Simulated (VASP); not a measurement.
Data:

```xyz
2
Lattice="4.0683 0.0000 0.0000 0.0000 4.0683 0.0000 0.0000 0.0000 4.0683" Properties=species:S:1:pos:R:3 pbc="T T T"
Tl     0.0000     0.0000     0.0000
Br     2.0341     2.0341     2.0341
```

Level of theory: optB88-vdW, VASP's PBE PAW potentials (set 64) (plane waves; VASP 6.6.1). Settings: 520 eV cut-off, 7×7×7 Γ-centred mesh, Gaussian smearing of 0.050 eV, potentials Tl_d Br.

**Question.** Predict the energy per atom (σ→0), pressure.

**Answer.** 
```yaml
energy per atom (σ→0): -0.418 eV/atom
pressure: -1.25 GPa
```

Total energies compare only between runs with the same potentials, cut-off and functional.

The compound is TlBr in the CsCl type structure. This cell is one point of a volume scan, at 1.06 of the reference volume.
